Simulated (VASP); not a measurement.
CdZn₃Se₄ (ordered alloy cell): computed properties

Method: PBEsol GGA, VASP's PBE PAW potentials (set 64) (plane waves; VASP 6.6.1).

```json
{
  "space_group": "R3m (160)",
  "cell": "a = b = 4.052 Å, c = 40.008 Å, α = β = 90.00°, γ = 120.00°",
  "volume_per_atom": "23.70 Å³/atom",
  "band gap (over mesh and band path)": "0.77 eV",
  "smallest direct gap (over mesh and band path)": "0.77 eV",
  "band_edge_character": "direct, Γ to Γ",
  "density": "5.47 g/cm³"
}
```

CdZn₃Se₄ has the trigonal space group R3m, hexagonal axes (No. 160), Pearson symbol hR8. Cell: a = b = 4.0521 Å, c = 40.0085 Å, α = β = 90.00°, γ = 120.00°. Zn1 on 3a is surrounded by 4 Se at 2.431–2.462 Å (tetrahedral). Zn2 on 3a has 4 Se at 2.438–2.465 Å (tetrahedral). Zn3 on 3a is coordinated by 4 Se at 2.439–2.464 Å (tetrahedral). Se1 on 3a has 4 Zn at 2.438–2.462 Å (tetrahedral). Se2 on 3a is coordinated by 4 Zn at 2.439–2.465 Å (tetrahedral). Se3 on 3a has 3 Zn at 2.464 Å and 1 Cd at 2.617 Å (tetrahedral). Se4 on 3a is surrounded by 1 Zn at 2.431 Å and 3 Cd at 2.582 Å (tetrahedral). Cd on 3a is coordinated by 4 Se at 2.582–2.617 Å (tetrahedral). (Neighbours: up to the widest gap in distance over summed covalent radii, below 1.35, at either atom; cation-cation and far metal-metal contacts left out.)
(The calculation used a cell of 8 atoms; values per cell refer to that cell.)

The structure was generated: CdZn3Se4 was put into an ordered model structure (R3m), which need not be its known phase. It was relaxed first. Symmetry was kept, so distortions that lower it aren't found.
